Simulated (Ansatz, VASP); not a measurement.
**One calculation of MgCd3O2, two programs**

```
CELL_PARAMETERS angstrom
3.22212 0.00000 0.00000
-1.61106 2.79044 0.00000
0.00000 0.00000 10.18325
ATOMIC_POSITIONS crystal
Mg 0.00000 0.00000 0.00000
Cd 0.66667 0.33333 0.26213
Cd 0.33333 0.66667 0.73787
Cd 0.00000 0.00000 0.50000
O 0.33333 0.66667 0.11207
O 0.66667 0.33333 0.88793
```

Alike in both runs: functional PBE; k mesh 6 × 6 × 2; occupations gaussian, width 0.2 eV; no spin polarisation.

Ansatz relaxed the structure, and its values are those at the end. VASP's run is a single point on that final structure, the one shown.

|  | VASP | Ansatz |
| --- | --- | --- |
| version | VASP 6.6.1 | Ansatz 0.2.0 |
| potentials or method | VASP PAW PBE potentials, release 64 (Mg, Cd, O) | scalar-relativistic, plane waves, PAW |
| plane-wave cutoff (eV) | 520 | 420 |
| valence electrons in the cell | 50 | 82 |

```tsv
	VASP	Ansatz	Ansatz less VASP
gap on the k mesh at the Fermi level (eV)	none	none	-
pressure (GPa)	-0.1	-0.4	-0.31
rms of the force components (eV/Å)	0.046	0.016	-0.0296
```

A gap of «none» marks a metal or a gap that the smearing closes. The two sets of potentials don't hold the same shells in valence.

Caveats: the k mesh is coarse (spacing up to 0.38 Å⁻¹), so the values aren't converged.
